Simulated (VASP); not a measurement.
Consider the following.

```
MgO
1.0
    0.00000     2.12174     2.12174
    2.12174     0.00000     2.12174
    2.12174     2.12174     0.00000
Mg O
1 1
Direct
  0.00000   0.00000   0.00000
  0.50000   0.50000   0.50000
```

The numbers are results of PBE GGA, VASP's PBE PAW potentials (set 64) (plane waves; VASP), not measurements. Numerical set-up: 480 eV cut-off, 10×10×10 Γ-centred mesh, Gaussian smearing of 0.050 eV, potentials Mg O.

### Question
Predict the energy per atom (σ→0), band gap (on the k-mesh) with the smallest direct gap where there is one.

### Answer

```yaml
band gap (on the k-mesh): 4.51 eV
smallest direct gap (on the k-mesh): 4.51 eV
energy per atom (σ→0): -5.956 eV/atom
```

The compound is MgO in the rock salt structure. It was relaxed first. The start is the result of an earlier pass.
